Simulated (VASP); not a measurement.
# W (Tungsten): the relaxed cell at several levels of theory

Which functional gives which lattice for W (Tungsten)? The starting structure is a measured crystal structure from the Crystallography Open Database. The first relaxation on each setting starts from this cell expanded by 3 % in volume.

Method: Kohn-Sham DFT with plane waves and PAW; PBEsol, LDA, PBE, PBEsol + D3(BJ), r2SCAN, r2SCAN + rVV10, vdW-DF-cx and PBE + D3(BJ), in VASP 6.6.1.

**1. The starting structure**

It takes space group Im-3m (No. 229, cubic). Conventional cell: a = 3.165 Å, b = 3.165 Å, c = 3.165 Å, α = 90.00°, β = 90.00°, γ = 90.00°. W has 8 W at 2.74 Å nearest.

As a file:

```xyz
1
Lattice="-1.5823 1.5823 1.5823 1.5823 -1.5823 1.5823 1.5823 1.5823 -1.5823" Properties=species:S:1:pos:R:3 pbc="T T T"
W     0.0000    0.0000    0.0000
```

**2. Relaxation with PBEsol**

PBEsol restores the gradient expansion of exchange and is tuned for the cells of solids. This run starts from the cell of an earlier relaxation, which isn't shown; the restart sets up the plane waves anew.

INCAR reads:

```
SYSTEM = W
PREC = Accurate
ENCUT = 450
EDIFF = 1E-06
NELM = 100
ISMEAR = 1
SIGMA = 0.15
LREAL = .FALSE.
ALGO = Normal
GGA = PS
NBANDS = 9
LASPH = .TRUE.
LORBIT = 11
LWAVE = .FALSE.
LCHARG = .FALSE.
KPAR = 8
IBRION = 2
NSW = 50
ISIF = 3
EDIFFG = -0.006
```

POSCAR reads:

```
W
1.0
   -1.5719284799      1.5719284799      1.5719284799
    1.5719284799     -1.5719284799      1.5719284799
    1.5719284799      1.5719284799     -1.5719284799
W
1
Direct
    0.0000000000      0.0000000000      0.0000000000
```

KPOINTS reads:

```
Automatic mesh
0
Gamma
20 20 20
0 0 0
```

Potentials, in the order of the species: W (PBE family, release 64).

Started as:

```console
mpirun -np 8 vasp_std
```

The program printed:

```text
[banner, memory and clock lines left out]
running    8 mpi-ranks, on    1 nodes
 distrk:  each k-point on    1 cores,    8 groups
 distr:  one band on    1 cores,    1 groups

 POSCAR found type information on POSCAR W
 POSCAR found :  1 types and       1 ions
|                                                                             |
|           W    W    AA    RRRRR   N    N  II  N    N   GGGG   !!!           |
|           W    W   A  A   R    R  NN   N  II  NN   N  G    G  !!!           |
|           W    W  A    A  R    R  N N  N  II  N N  N  G       !!!           |
|           W WW W  AAAAAA  RRRRR   N  N N  II  N  N N  G  GGG   !            |
|           WW  WW  A    A  R   R   N   NN  II  N   NN  G    G                |
|           W    W  A    A  R    R  N    N  II  N    N   GGGG   !!!           |
|                                                                             |
|     For optimal performance we recommend to set                             |
|       NCORE = 2 up to number-of-cores-per-socket                            |
|     NCORE specifies how many cores store one orbital (NPAR=cpu/NCORE).      |
|     This setting can greatly improve the performance of VASP for DFT.       |
|     The default, NCORE=1 might be grossly inefficient on modern             |
|     multi-core architectures or massively parallel machines. Do your        |
|     Unfortunately you need to use the default for GW and RPA                |
|     calculations (for HF NCORE is supported but not extensively tested      |
|     yet).                                                                   |
|                                                                             |

|                                                                             |
|               ----> ADVICE to this user running VASP <----                  |
|                                                                             |
|     You enforced a specific xc type in the INCAR file but a different       |
|     [... a line on the potential file left out ...]
|     I HOPE YOU KNOW WHAT YOU ARE DOING!                                     |
|                                                                             |

 LDA part: xc-table for (Slater+PW92), standard interpolation
 POSCAR, INCAR and KPOINTS ok, starting setup
 FFT: planning ... GRIDC
 FFT: planning ... GRID_SOFT
 FFT: planning ... GRID
 WAVECAR not read
 entering main loop
       N       E                     dE             d eps       ncg     rms          rms(c)
DAV:   1     0.477737125930E+01    0.47774E+01   -0.27379E+03  4640   0.507E+02
DAV:   2    -0.142484426821E+02   -0.19026E+02   -0.18106E+02  5305   0.124E+02
DAV:   3    -0.146011188653E+02   -0.35268E+00   -0.34889E+00  5416   0.134E+01
DAV:   4    -0.146020702931E+02   -0.95143E-03   -0.95139E-03  5358   0.732E-01
DAV:   5    -0.146020725739E+02   -0.22808E-05   -0.22815E-05  5377   0.303E-02    0.219E+01
DAV:   6    -0.140935250151E+02    0.50855E+00   -0.36999E-01  5014   0.389E+00    0.109E+01
DAV:   7    -0.138930179166E+02    0.20051E+00   -0.44152E-01  5260   0.412E+00    0.281E-01
DAV:   8    -0.138911126285E+02    0.19053E-02   -0.23783E-03  4982   0.367E-01    0.135E-01
DAV:   9    -0.138908641274E+02    0.24850E-03   -0.19959E-04  5474   0.642E-02    0.190E-02
DAV:  10    -0.138908649706E+02   -0.84321E-06   -0.13503E-05  5382   0.264E-02    0.197E-02
DAV:  11    -0.138908647359E+02    0.23471E-06   -0.29150E-07  2679   0.603E-03
   1 F= -.13890865E+02 E0= -.13891122E+02  d E =-.138909E+02
 curvature:   0.00 expect dE= 0.000E+00 dE for cont linesearch  0.000E+00
 trial: gam= 0.00000 g(F)=  0.440E-64 g(S)=  0.129E-05 ort = 0.000E+00 (trialstep = 0.100E+01)
 search vector abs. value=  0.129E-05
 reached required accuracy - stopping structural energy minimisation
```

Elapsed: 3.6 s, on 8 MPI ranks of Intel Xeon 6975P-C (Granite Rapids), shared host; peak memory 1.1 GiB.

The logs omit lines about the potential files and the build; timing stands in the text.

From OUTCAR (step 2):

```text
ion  position               nearest neighbor table
   1  0.000  0.000  0.000-

  LATTYP: Found a body centered cubic cell.
 ALAT       =     3.1438569598

 Subroutine GETGRP returns: Found 48 space group operations
 (whereof 48 operations were pure point group operations)

The static configuration has the point symmetry O_h .

 Found    256 irreducible k-points:

   k-points           NKPTS =    256   k-points in BZ     NKDIM =    256   number of bands    NBANDS=      9

   dimension x,y,z NGX =    20 NGY =   20 NGZ =   20
   dimension x,y,z NGXF=    40 NGYF=   40 NGZF=   40

   ENCUT  =  450.0 eV  33.07 Ry    5.75 a.u.   4.71  4.71  4.71*2*pi/ulx,y,z

   NELECT =       6.0000    total number of electrons

 k-points in reciprocal lattice and weights: Automatic mesh
   0.00000000  0.00000000  0.00000000       0.000
   0.05000000  0.00000000  0.00000000       0.002
   0.10000000  0.00000000  0.00000000       0.002
   0.15000000  0.00000000  0.00000000       0.002
   0.20000000  0.00000000  0.00000000       0.002
   0.25000000  0.00000000  0.00000000       0.002
   0.30000000  0.00000000  0.00000000       0.002
   0.35000000  0.00000000  0.00000000       0.002
   0.40000000  0.00000000  0.00000000       0.002
[...]
0.50000000  0.50000000  0.45000000       0.002
   0.50000000  0.50000000  0.50000000       0.000

 average (electrostatic) potential at core
       1 -37.4535

 E-fermi :   7.9374

 k-point     1 :       0.0000    0.0000    0.0000
  band No.  band energies     occupation
      1      -1.8739      2.00000
      2       6.5896      2.00000
      3       6.5896      2.00000
      4       6.5896      2.00000
      5      10.1345     -0.00000
      6      10.1346     -0.00000
      7      23.2158      0.00000
      8      23.2158      0.00000
      9      23.2158      0.00000

 k-point     2 :       0.0500    0.0000    0.0000
  band No.  band energies     occupation
      1      -1.7525      2.00000
      2       6.5139      2.00000
      3       6.5743      2.00000
      4       6.7108      2.00000
      5      10.0118     -0.00000
      6      10.1363     -0.00000
      7      23.3227      0.00000
      8      23.4276      0.00000
      9      23.5233      0.00000

 k-point     3 :       0.1000    0.0000    0.0000
  band No.  band energies     occupation
      1      -1.3985      2.00000
      2       6.3011      2.00000
      3       6.5092      2.00000
      4       7.0711      2.00000
      5       9.7304     -0.00000
      6      10.1462     -0.00000
      7      23.6005      0.00000
      8      24.0472      0.00000
      9      24.3318      0.00000

  Total        0.0029830      0.0029830      0.0029830      0.0000000      0.0000000      0.0000000
  in kB        0.3076108      0.3076108      0.3076108      0.0000000      0.0000000      0.0000000
  external PRESSURE =       0.3076108 kB  Pullay stress =       0.0000000 kB

  energy-cutoff  :      450.00
  volume of cell :       15.54
      direct lattice vectors                 reciprocal lattice vectors
    -1.571928480  1.571928480  1.571928480     0.000000000  0.318080629  0.318080629
     1.571928480 -1.571928480  1.571928480     0.318080629  0.000000000  0.318080629
     1.571928480  1.571928480 -1.571928480     0.318080629  0.318080629  0.000000000

 POSITION                                       TOTAL-FORCE (eV/Angst)
 -----------------------------------------------------------------------------------
      0.00000      0.00000      0.00000         0.000000     -0.000000      0.000000
 -----------------------------------------------------------------------------------
    total drift:                                0.000000      0.000000      0.000000

  FREE ENERGIE OF THE ION-ELECTRON SYSTEM (eV)
  ---------------------------------------------------
  free  energy   TOTEN  =       -13.8908647359 eV

  energy  without entropy=      -13.8916369503  energy(sigma->0) =      -13.89112214

 reached required accuracy - stopping structural energy minimisation

 total charge
# of ion       s       p       d       tot
------------------------------------------
    1        0.681   0.742   4.221   5.644

[... 3 further parts left out ...]
```

CONTCAR:

```
W
   1.00000000000000
    -1.5719284799000000    1.5719284799000000    1.5719284799000000
     1.5719284799000000   -1.5719284799000000    1.5719284799000000
     1.5719284799000000    1.5719284799000000   -1.5719284799000000
  W
     1
Direct
     0.0000000000000000    0.0000000000000000    0.0000000000000000
```

The PAW data sets were made with PBE, which is usual practice but a small mismatch for other functionals. The data set W keeps the semicore shell frozen, which is cheaper and a little less accurate. The run keeps the 48 symmetry operations of its start, so it cannot find a distortion of lower symmetry.

With PBEsol the relaxed cell holds 15.537 Å³ an atom, -1.96 % against the measured cell, with a = 3.144 Å. Pressures at 0.985 and 1.015 times this volume, from two more relaxations that aren't shown, give a bulk modulus of 337.6 GPa.

**3. Relaxation with LDA**

LDA, the lowest rung, knows the local density alone. This run starts from the cell of an earlier relaxation, which isn't shown; the restart sets up the plane waves anew.

INCAR: that of step 2 with these lines changed.

```diff
@@ -9,3 +9,3 @@
 ALGO = Normal
-GGA = PS
+GGA = CA
 NBANDS = 9
```

POSCAR reads:

```
W
1.0
   -1.5645030702      1.5645030702      1.5645030702
    1.5645030702     -1.5645030702      1.5645030702
    1.5645030702      1.5645030702     -1.5645030702
W
1
Direct
    0.0000000000      0.0000000000      0.0000000000
```

KPOINTS is that of step 2.

Potentials, in the order of the species: W (LDA family, release 64).

Started as:

```console
mpirun -np 8 vasp_std
```

The program printed:

```text
[banner, memory and clock lines left out]
running    8 mpi-ranks, on    1 nodes
[...]
[... a notice as in an earlier step ...]

 LDA part: xc-table for (Slater(with rela. corr.)+CA(PZ))
 , standard interpolation
 POSCAR, INCAR and KPOINTS ok, starting setup
[...]
entering main loop
       N       E                     dE             d eps       ncg     rms          rms(c)
DAV:   1     0.313156821832E+01    0.31316E+01   -0.27634E+03  4608   0.506E+02
DAV:   2    -0.146050768883E+02   -0.17737E+02   -0.17137E+02  5575   0.116E+02
DAV:   3    -0.149092455371E+02   -0.30417E+00   -0.30261E+00  5300   0.124E+01
DAV:   4    -0.149099252883E+02   -0.67975E-03   -0.67972E-03  5323   0.605E-01
[...]
DAV:   9    -0.142099300487E+02    0.21831E-03   -0.15002E-04  5468   0.618E-02    0.173E-02
DAV:  10    -0.142099329585E+02   -0.29097E-05   -0.73467E-06  5278   0.174E-02    0.170E-02
DAV:  11    -0.142099329655E+02   -0.69906E-08   -0.26916E-07  2610   0.512E-03
   1 F= -.14209933E+02 E0= -.14210171E+02  d E =-.142099E+02
[...]
reached required accuracy - stopping structural energy minimisation
```

Elapsed: 3 s, on 8 MPI ranks; peak memory 1.1 GiB.

From OUTCAR (step 3):

```text
  Total        0.0011674      0.0011674      0.0011674      0.0000000     -0.0000000      0.0000000
  in kB        0.1221090      0.1221090      0.1221090      0.0000000     -0.0000000      0.0000000
  external PRESSURE =       0.1221090 kB  Pullay stress =       0.0000000 kB

 POSITION                                       TOTAL-FORCE (eV/Angst)
 -----------------------------------------------------------------------------------
      0.00000      0.00000      0.00000         0.000000     -0.000000     -0.000000
 -----------------------------------------------------------------------------------
    total drift:                                0.000000      0.000000      0.000000

  FREE ENERGIE OF THE ION-ELECTRON SYSTEM (eV)
  ---------------------------------------------------
  free  energy   TOTEN  =       -14.2099329655 eV

  energy  without entropy=      -14.2106475510  energy(sigma->0) =      -14.21017116

[... 2 parts as in an earlier step ...]

[... 2 further parts left out ...]
[key lines of the parts left out:]
E-fermi :   8.2739
```

With LDA the relaxed cell holds 15.318 Å³ an atom, -3.34 % against the measured cell, with a = 3.129 Å. That is -1.41 % from PBEsol. Pressures at 0.985 and 1.015 times this volume, from two more relaxations that aren't shown, give a bulk modulus of 345.3 GPa.

**4. Relaxation with PBE**

PBE, the usual starting point, adds the gradient of the density. This run starts from the cell of an earlier relaxation, which isn't shown; the restart sets up the plane waves anew.

INCAR: that of step 3 with these lines changed.

```diff
@@ -9,3 +9,3 @@
 ALGO = Normal
-GGA = CA
+GGA = PE
 NBANDS = 9
```

POSCAR reads:

```
W
1.0
   -1.5857866240      1.5857866240      1.5857866240
    1.5857866240     -1.5857866240      1.5857866240
    1.5857866240      1.5857866240     -1.5857866240
W
1
Direct
    0.0000000000      0.0000000000      0.0000000000
```

KPOINTS is that of step 3.

The projector-augmented-wave data sets are W (PBE family, release 64).

Started as:

```console
mpirun -np 8 vasp_std
```

The program printed:

```text
[banner, memory and clock lines left out]
running    8 mpi-ranks, on    1 nodes
[...]
[... a notice as in an earlier step ...]

 LDA part: xc-table for (Slater+PW92), standard interpolation
 POSCAR, INCAR and KPOINTS ok, starting setup
[...]
entering main loop
       N       E                     dE             d eps       ncg     rms          rms(c)
DAV:   1     0.532645737759E+01    0.53265E+01   -0.26848E+03  4617   0.503E+02
DAV:   2    -0.133631558629E+02   -0.18690E+02   -0.17951E+02  5430   0.123E+02
DAV:   3    -0.137048610747E+02   -0.34171E+00   -0.34021E+00  5303   0.133E+01
DAV:   4    -0.137057851995E+02   -0.92412E-03   -0.92408E-03  5420   0.768E-01
[...]
DAV:  10    -0.130249965748E+02   -0.13125E-05   -0.18092E-05  5380   0.326E-02    0.220E-02
DAV:  11    -0.130249951439E+02    0.14308E-05   -0.49083E-07  2804   0.820E-03    0.391E-03
DAV:  12    -0.130249951628E+02   -0.18829E-07   -0.17568E-08  2431   0.138E-03
   1 F= -.13024995E+02 E0= -.13025236E+02  d E =-.130250E+02
[...]
reached required accuracy - stopping structural energy minimisation
```

It took 3.6 s on 8 MPI ranks; peak memory 1.1 GiB; 20 s of CPU time.

From OUTCAR (step 4):

```text
  Total       -0.0018309     -0.0018309     -0.0018309      0.0000000     -0.0000000      0.0000000
  in kB       -0.1838975     -0.1838975     -0.1838975      0.0000000     -0.0000000      0.0000000
  external PRESSURE =      -0.1838975 kB  Pullay stress =       0.0000000 kB

 POSITION                                       TOTAL-FORCE (eV/Angst)
 -----------------------------------------------------------------------------------
      0.00000      0.00000      0.00000         0.000000     -0.000000      0.000000
 -----------------------------------------------------------------------------------
    total drift:                                0.000000     -0.000000     -0.000000

  FREE ENERGIE OF THE ION-ELECTRON SYSTEM (eV)
  ---------------------------------------------------
  free  energy   TOTEN  =       -13.0249951628 eV

  energy  without entropy=      -13.0257162036  energy(sigma->0) =      -13.02523551

[... 2 parts as in an earlier step ...]

[... 2 further parts left out ...]
[key lines of the parts left out:]
E-fermi :   7.8146
```

With PBE the relaxed cell holds 15.951 Å³ an atom, +0.65 % against the measured cell, with a = 3.172 Å. That is +2.67 % from PBEsol. Pressures at 0.985 and 1.015 times this volume, from two more relaxations that aren't shown, give a bulk modulus of 316.2 GPa.

**5. Relaxation with PBEsol + D3(BJ)**

D3 with Becke-Johnson damping keeps a finite attraction at short range. This run starts from the cell of an earlier relaxation, which isn't shown; the restart sets up the plane waves anew.

INCAR: that of step 4 with these lines changed.

```diff
@@ -9,3 +9,4 @@
 ALGO = Normal
-GGA = PE
+GGA = PS
+IVDW = 12
 NBANDS = 9
```

POSCAR reads:

```
W
1.0
   -1.5598004568      1.5598004568      1.5598004568
    1.5598004568     -1.5598004568      1.5598004568
    1.5598004568      1.5598004568     -1.5598004568
W
1
Direct
    0.0000000000      0.0000000000      0.0000000000
```

KPOINTS is that of step 4.

Started as:

```console
mpirun -np 8 vasp_std
```

The program printed:

```text
[banner, memory and clock lines left out]
running    8 mpi-ranks, on    1 nodes
[...]
[... a notice as in an earlier step ...]

 [... a notice as in an earlier step ...]

 LDA part: xc-table for (Slater+PW92), standard interpolation
 POSCAR, INCAR and KPOINTS ok, starting setup
[...]
entering main loop
       N       E                     dE             d eps       ncg     rms          rms(c)
DAV:   1     0.555601052623E+01    0.55560E+01   -0.27695E+03  4633   0.510E+02
DAV:   2    -0.142012551866E+02   -0.19757E+02   -0.19171E+02  5326   0.126E+02
DAV:   3    -0.145691508337E+02   -0.36790E+00   -0.36298E+00  5366   0.136E+01
DAV:   4    -0.145700925678E+02   -0.94173E-03   -0.94168E-03  5253   0.752E-01
[...]
DAV:   9    -0.138818035298E+02    0.12591E-03   -0.12019E-04  5595   0.558E-02    0.171E-02
DAV:  10    -0.138818053097E+02   -0.17799E-05   -0.85695E-06  5251   0.195E-02    0.135E-02
DAV:  11    -0.138818051309E+02    0.17876E-06   -0.21573E-07  2622   0.446E-03
   1 F= -.14658466E+02 E0= -.14658722E+02  d E =-.146585E+02
[...]
reached required accuracy - stopping structural energy minimisation
```

It took 3.6 s on 8 MPI ranks; peak memory 1.2 GiB.

Parts of OUTCAR (step 5):

```text
 Edisp (eV)   -0.77666

  Total       0.00091     0.00091     0.00091     0.00000     0.00000     0.00000
  in kB       0.09649     0.09649     0.09649     0.00000     0.00000     0.00000
  external pressure =        0.10 kB  Pullay stress =        0.00 kB

 POSITION                                       TOTAL-FORCE (eV/Angst)
 -----------------------------------------------------------------------------------
      0.00000      0.00000      0.00000        -0.000000     -0.000000     -0.000000
 -----------------------------------------------------------------------------------
    total drift:                                0.000000     -0.000000     -0.000000

  FREE ENERGIE OF THE ION-ELECTRON SYSTEM (eV)
  ---------------------------------------------------
  free  energy   TOTEN  =       -14.6584662472 eV

  energy  without entropy=      -14.6592323955  energy(sigma->0) =      -14.65872163

[... 2 parts as in an earlier step ...]

[... 2 further parts left out ...]
[key lines of the parts left out:]
E-fermi :   8.2075
```

With PBEsol + D3(BJ) the relaxed cell holds 15.180 Å³ an atom, -4.21 % against the measured cell, with a = 3.120 Å. That is -2.30 % from PBEsol. Pressures at 0.985 and 1.015 times this volume, from two more relaxations that aren't shown, give a bulk modulus of 353.9 GPa.

(Part 1 of 2 ends here.)

[Lines on the potential files, build, host, timing and source positions are cut from VASP's logs without a mark.]

[Logs are printed without paths, hosts, clocks, repeated set-up lines and the standing remarks that a program may print on its own settings, such as how far it seeks lower states.]

[Hosts, paths, dates, database ids (printed as entryN), source tags and the programs' standing remarks are cut or masked in the printed files.]
